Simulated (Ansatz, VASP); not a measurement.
**Ta2NF2: VASP beside Ansatz**

Wanted: the spread between two codes on one cell, functional and k mesh. The structure shown is the start of the Ansatz relaxation below; VASP solves that cell, so the two are compared at the walk's first step.

Main program and level: Ansatz 0.2.0; plane waves, with VASP 6.6.1 beside it; single point at PBE.

## Step 1: Starting point

The cell holds 15 atoms: 3 N, 6 Ta and 6 F. Its edges and angles: a = 5.720 Å, b = 5.720 Å, c = 33.200 Å, α = 90.0°, β = 90.0°, γ = 60.0°. It derives from Ta2NF2. Vacuum lies along c.

## Step 2: Ansatz: relaxation, PBE

Ansatz runs on its PAW soft_1 files.

The two programs are compared at the cell with which this relaxation starts, whose forces are those of its first step.

input.yaml

```yaml
crystal:
  lattice:
    - [4.9533587149, 2.8598229874, 0.0]
    - [0.0, 5.7196459749, 0.0]
    - [0.0, 0.0, 33.2]
  atoms:
    - { symbol: "N", position: [0.3333333333, 0.3333333333, 0.3012049254] }
    - { symbol: "N", position: [0.666667337, 0.6666659963, 0.2945784475] }
    - { symbol: "N", position: [-6.703e-07, 1.0000006703, 0.3078313253] }
    - { symbol: Ta, position: [0.9938203308, 0.3456940602, 0.3310625343] }
    - { symbol: Ta, position: [0.3456940602, 0.6604866218, 0.3310625358] }
    - { symbol: Ta, position: [0.6604853848, 0.9938197663, 0.3310625351] }
    - { symbol: Ta, position: [0.3209726065, 0.0061803418, 0.2713471028] }
    - { symbol: Ta, position: [0.6728467115, 0.3209726064, 0.2713471043] }
    - { symbol: Ta, position: [0.0061809063, 0.672847276, 0.2713471035] }
    - { symbol: F, position: [0.3205572471, 0.0063887884, 0.3711748928] }
    - { symbol: F, position: [0.6730551481, 0.3205572471, 0.3711746231] }
    - { symbol: F, position: [0.0063878365, 0.6730541962, 0.3711747579] }
    - { symbol: F, position: [0.9936119068, 0.3461094196, 0.2312350155] }
    - { symbol: F, position: [0.3461094196, 0.6602781852, 0.2312347458] }
    - { symbol: F, position: [0.6602784419, 0.9936128587, 0.2312348807] }
  periodic: [true, true, false]
kpoints:
  mp_grid: { grid: [9, 9, 1] }
hamiltonian:
  xc: pbe
  pseudopotentials: { kind: paw, azcp: { folder: soft_1 } }
scf:
  occupations: { method: methfessel_paxton, width: 0.2 }
output:
  forces: true
  stress: true
  eigenvalues: true
  write_density: true
  write_potential: true
  elf: true
  volumetric_format: npy
relax:
  adjacent_minimum: "off"
  f_tol: 0.002
  max_steps: 120
  cell: { stress_2d_tol: 0.005 }
```

On the command line:

```bash
ansatz run input.yaml --threads 8 --pin off --max-ram 16384MiB --backend cpu --events-out ev --progress --plain --runs-dir out
```

Numbers of over 12 decimals in the logs are rounded to 6 here.

What it wrote:

```text
Warning: the atoms were moved onto the symmetric positions of the space group found under crystal.symmetry.tolerance 1.0e-5 (fractional; no operation is sought that the atoms, as they stand in a round, miss by more than twice it, and no atom is moved by as much as it), and the run uses the moved positions. Before a round's move an operation carried an atom to 1.13e-5 Å from where it should land, the largest such dist [...]
Engine: ansatz 0.2.0, aarch64-unknown-linux-gnu
Pseudopotentials: kind: paw
Pseudopotential: N, paw, valence charge 5, recommended cutoff 420 eV (normal), soft_1/N.paw.azcp
Pseudopotential: Ta, paw, valence charge 13, recommended cutoff 420 eV (normal), soft_1/Ta.paw.azcp
Pseudopotential: F, paw, valence charge 7, recommended cutoff 420 eV (normal), soft_1/F.paw.azcp
Functional definition: PBE
  parameter kappa = 0.804
  parameter beta = 0.066725
  exchange = pbe_x(kappa = kappa, mu = beta*pi^2/3)
  correlation = pbe_c(beta = beta)
Crystal: 15 atoms, lattice volume = 940.604 Å³
Basis set: ecut = 420 eV, 18519 PW (Γ), exchange–correlation on 80×80×450 points (8 copies of the dense FFT grid, shifted against one another)
Bands: 83, of which v1, the nominal top of the filled ones, is band 68 counted from 1 (67 counted from 0)
Symmetry: 6 space group operations
Space group: P-3 (ITA 147), of the structure as read, at distance tolerance 9.8e-5 Å
k-points: 15 of 81
Non-local potential: N, projectors of the file, l = 0: 2, l = 1: 2, l = 2: 1
Non-local potential: Ta, projectors of the file, l = 0: 3, l = 1: 2, l = 2: 2, l = 3: 1
Non-local potential: F, projectors of the file, l = 0: 2, l = 1: 2, l = 2: 1
[...]
SCF iter   8: F=-65608.445047 eV  HF=-65608.445047 eV  |F-HF|=8.73e-11  |Δ(HF+E_count)|=  1.75e-10  S|Δr|=    0.00e0  Δρ=8.26e-9  dr2=3.70e-13  ethr=1.00e-12  ⟨swp⟩=18.3  Hψ=8504  notcnv=0
SCF 17 converged in 8 iterations: F = -65608.445047 eV  dr2 = 3.70e-13
relax step  17: F+E_penalty+E_count = -65608.44504749 eV  Δ(F+E_penalty+E_count) = +3.570e-4 eV  max|allowed force component| = 6.932e-4 eV/Å  Δτ_max = 0.0000 Å  P = -0.002 N/m  Ω = 890.608 Å³  fix = [c, alpha, beta]  reactions: c -0.000 N/m  stress off target by 1.62e-3 N/m on what of the cell is left free  SCF on the basis re-selected at this cell (its energy is not comparable with the rows above)  (8 SCF iters)
basis re-selected at this cell: Δ(F+E_penalty+E_count) = +3.570e-4 eV, ΔP = -0.002 N/m vs the last step (what re-selecting the basis moved, of the pressure what is left beyond the Pulay correction that the steps carried, after the strain that the cell walked since its last selection, with what the two solves' SCF thresholds leave and, on support functions, any second-order correction that the steps lacked; it is no m [...]
SCF converged after 8 iterations
Stability not checked: this state was not tested for a lower state beside it, because cold or Methfessel-Paxton smearing, or corrected tetrahedra, fill the levels in a way that the test cannot read (fill_not_monotonic; see scf.lower_state_search)
Free energy (F): -65608.445047 eV
Harris-Foulkes:  -65608.445047 eV  (|F-HF|=8.73e-11)
Internal energy: -65608.443257 eV  (E = F + TS)
E sigma→0 (E₀):  -65608.444600 eV
Entropy (-TS):   -0.001791 eV (-0.119 meV/atom)
Fermi energy:    -3.917253 eV
--- Per-component energies (eV) ---
  E_band       = -3493.406283
  E_kinetic    = 3942.031300
  E_local      = -401037.441622  (includes V_loc(G=0)·N_el)
  E_nonlocal   = 561.193484
  E_hartree    = 198188.145749
  E_xc         = -2568.569130
  E_vxc        = -2221.781735  (∫ρ·V_xc dr)
  E_paw        = -51440.538654  (= ΣΔE_a)
  E_vpaw       = -1113.706689  (= ΣTr[D̂ρ^β])
  E_aug_tail   = 0.007494  (compensation charges beyond the density's cutoff)
  E_ewald      = 186746.728123
  E_smearing   = -0.001791  (= −TS)
  E_closure    = -0.000000  (closes the sum)
  Σ components = -65608.445047   (vs F -65608.445047, Δ=0.00e0)
--- Forces (eV/Å), atoms counted from 1 ---
  atom   1  N     -0.00000000     0.00000000     0.00000000
  atom   2  N     -0.00000000     0.00000000    -0.00026873
  atom   3  N      0.00000000    -0.00000000     0.00026873
  atom   4  Ta    -0.00069323    -0.00007470     0.00001985
  atom   5  Ta     0.00028193     0.00063770     0.00001985
  atom   6  Ta     0.00041130    -0.00056301     0.00001985
  atom   7  Ta    -0.00028193    -0.00063770    -0.00001985
  atom   8  Ta     0.00069323     0.00007470    -0.00001985
  atom   9  Ta    -0.00041130     0.00056301    -0.00001985
  atom  10  F      0.00007585     0.00022180     0.00000843
  atom  11  F     -0.00023001    -0.00004522     0.00000843
  atom  12  F      0.00015416    -0.00017659     0.00000843
  atom  13  F      0.00023001     0.00004522    -0.00000843
  atom  14  F     -0.00007585    -0.00022180    -0.00000843
  atom  15  F     -0.00015416     0.00017659    -0.00000843
  max |Σ_I F_I| component: 1.50e-17 eV/Å
--- 2D stress c σ (N/m, compression-positive) ---
       -0.001621       0.000000      -0.000000
       -0.000000      -0.001621      -0.000000
       -0.000000       0.000000      -0.000000
  P = ½ c Tr σ = -0.0016 N/m
--- Band table (eV; the first three rows and the last of 15) ---
  k-point 0: bands = [... 64 lower, -5.6062, -5.4672, -5.1273, -5.1273, -4.6681, -4.1030, -3.6572, -2.4713, ... 11 higher]
  k-point 1: bands = [... 64 lower, -5.6182, -5.2320, -4.9053, -4.7883, -4.5376, -3.8293, -3.5280, -2.6651, ... 11 higher]
  k-point 2: bands = [... 64 lower, -5.5332, -4.9762, -4.5511, -4.4578, -3.8988, -3.2839, -3.2169, -2.9914, ... 11 higher]
  k-point 14: bands = [... 64 lower, -5.1803, -4.6546, -3.9287, -3.9287, -3.6271, -3.0467, -3.0467, -2.5000, ... 11 higher]
  ° read free of the cell's end (the report's vacuum.weakly_bound_levels)
--- Relaxed structure (15 steps of the walk, 13 accepted, 2 SCFs on fresh bases) ---
  F+E_penalty+E_count = -65608.44504749 eV   max|allowed force component| = 6.932e-4 eV/Å   (the final SCF, on the basis selected at the relaxed cell)
  cell:  # Å, volume = 890.6080 Å³
    - [4.819917, 2.782780, 0]
    - [2.808985624873537e-11, 5.565561, 0]
    - [0, 0, 33.2]
  atoms:
    - { symbol: N, position: [0.333333, 0.333333, 0.30120483532] }
    - { symbol: N, position: [0.666667, 0.666667, 0.286747] }
    - { symbol: N, position: [-2.5069547438594193e-17, 1.0, 0.315662] }
    - { symbol: Ta, position: [0.979897, 0.369959, 0.333528] }
    - { symbol: Ta, position: [0.369959, 0.650144, 0.333528] }
    - { symbol: Ta, position: [0.650144, 0.979897, 0.333528] }
    - { symbol: Ta, position: [0.296708, 0.016522, 0.268881] }
    - { symbol: Ta, position: [0.686770, 0.296708, 0.268881] }
    - { symbol: Ta, position: [0.016522, 0.686770, 0.268881] }
    - { symbol: F, position: [0.300679, 0.057137, 0.374107] }
    - { symbol: F, position: [0.642185, 0.300679, 0.374107] }
    - { symbol: F, position: [0.057137, 0.642185, 0.374107] }
    - { symbol: F, position: [1.024482, 0.365988, 0.228303] }
    - { symbol: F, position: [0.365988, 0.609530, 0.228303] }
    - { symbol: F, position: [0.609530, 1.024482, 0.228303] }
```

## Step 3: VASP: single point, PBE, start cell

The same cell, functional, mesh and smearing now go to VASP, with its own data sets.

Lines of VASP's logs that name or quote its potential files are left out, and so is its time.

INCAR

```
SYSTEM = Ta2NF2
PREC = Accurate
ENCUT = 520
EDIFF = 1E-06
NELM = 120
ISMEAR = 1
SIGMA = 0.2
LREAL = .FALSE.
ALGO = Normal
GGA = PE
NBANDS = 76
LASPH = .TRUE.
LORBIT = 11
LWAVE = .FALSE.
LCHARG = .FALSE.
ISIF = 2
LDIPOL = .TRUE.
IDIPOL = 3
DIPOL = 0.5 0.5 0.301
LVHAR = .TRUE.
GGA_COMPAT = .FALSE.
NELMDL = -8
KPAR = 4
```

POSCAR

```
Ta2NF2
1.0
    4.9533590000      2.8598230000      0.0000000000
    0.0000000000      5.7196460000      0.0000000000
    0.0000000000      0.0000000000     33.2000000000
N Ta F
3 6 6
Direct
    0.3333334006      0.3333332997      0.3012048494
    0.6666665994      0.6666667003      0.2945784036
    0.0000000000      0.0000000000      0.3078312651
    0.9938197494      0.3456943704      0.3310625602
    0.3456943056      0.6604858891      0.3310625602
    0.6604859450      0.9938197405      0.3310625602
    0.3209722938      0.0061808112      0.2713471084
    0.6728468500      0.3209723299      0.2713471084
    0.0061806544      0.6728469598      0.2713471084
    0.3205574238      0.0063882462      0.3711747590
    0.6730543859      0.3205575287      0.3711747590
    0.0063881903      0.6730543999      0.3711747590
    0.9936122134      0.3461091716      0.2312349096
    0.3461091756      0.6602784541      0.2312349096
    0.6602784091      0.9936123004      0.2312349096
```

KPOINTS

```
Automatic mesh
0
Gamma
9 9 1
0 0 0
```

Potentials, in the order of the species: N, Ta_pv and F (PBE family, release 64).

On the command line:

```bash
mpirun -np 4 vasp_std
```

What it wrote:

```text
[banner, memory and clock lines left out]
running    4 mpi-ranks, on    1 nodes
 distrk:  each k-point on    1 cores,    4 groups
 distr:  one band on    1 cores,    1 groups

 POSCAR found type information on POSCAR N TaF
 POSCAR found :  3 types and      15 ions
 LDA part: xc-table for (Slater+PW92), standard interpolation
 POSCAR, INCAR and KPOINTS ok, starting setup
 FFT: planning ... GRIDC
 FFT: planning ... GRID_SOFT
 FFT: planning ... GRID
 WAVECAR not read
 entering main loop
       N       E                     dE             d eps       ncg     rms          rms(c)
DAV:   1     0.117808005158E+04    0.11781E+04   -0.60009E+04  2856   0.129E+03
DAV:   2     0.115270899640E+02   -0.11666E+04   -0.11380E+04  3132   0.328E+02
DAV:   3    -0.140437634246E+03   -0.15196E+03   -0.15011E+03  2736   0.118E+02
DAV:   4    -0.145635307884E+03   -0.51977E+01   -0.51305E+01  2760   0.230E+01
DAV:   5    -0.145818986203E+03   -0.18368E+00   -0.18251E+00  2856   0.381E+00
DAV:   6    -0.145826035318E+03   -0.70491E-02   -0.70293E-02  2808   0.748E-01
DAV:   7    -0.145826379182E+03   -0.34386E-03   -0.34350E-03  2896   0.146E-01
DAV:   8    -0.145826396262E+03   -0.17080E-04   -0.17070E-04  2680   0.322E-02    0.509E+01
DAV:   9    -0.130136902519E+03    0.15689E+02   -0.91346E+01  2752   0.342E+01    0.228E+01
DAV:  10    -0.129709577349E+03    0.42733E+00   -0.70122E+00  2720   0.104E+01    0.101E+01
DAV:  11    -0.129611749493E+03    0.97828E-01   -0.83224E-01  2944   0.390E+00    0.131E+00
DAV:  12    -0.129584027507E+03    0.27722E-01   -0.11718E-01  3104   0.148E+00    0.573E-01
DAV:  13    -0.129581902556E+03    0.21250E-02   -0.45135E-02  2744   0.792E-01    0.281E-01
DAV:  14    -0.129580035066E+03    0.18675E-02   -0.13095E-02  3024   0.434E-01    0.122E-01
[...]
DAV:  20    -0.129581221517E+03   -0.29089E-03   -0.46371E-05  2688   0.256E-02    0.405E-03
DAV:  21    -0.129581396389E+03   -0.17487E-03   -0.53503E-06  2368   0.736E-03    0.261E-03
DAV:  22    -0.129581516676E+03   -0.12029E-03   -0.44874E-06  1936   0.342E-03    0.184E-03
DAV:  23    -0.129581564701E+03   -0.48025E-04   -0.21688E-06  1872   0.289E-03    0.663E-04
DAV:  24    -0.129581578198E+03   -0.13498E-04   -0.55253E-07  1800   0.199E-03    0.764E-04
DAV:  25    -0.129581584809E+03   -0.66103E-05   -0.19746E-07  1784   0.929E-04    0.452E-04
DAV:  26    -0.129581588641E+03   -0.38318E-05   -0.18953E-07  1784   0.826E-04    0.943E-05
DAV:  27    -0.129581589387E+03   -0.74596E-06   -0.15585E-08  1640   0.417E-04
   1 F= -.12958159E+03 E0= -.12958265E+03  d E =0.317647E-02
```

[end of part 1 of 2]

[Lines on the potential files, build, host, timing and source positions are cut from VASP's logs without a mark.]

[Logs are printed without paths, hosts, clocks, repeated set-up lines and the standing remarks that a program may print on its own settings, such as how far it seeks lower states.]

[Hosts, paths, dates, database ids (printed as entryN), source tags and the programs' standing remarks are cut or masked in the printed files.]
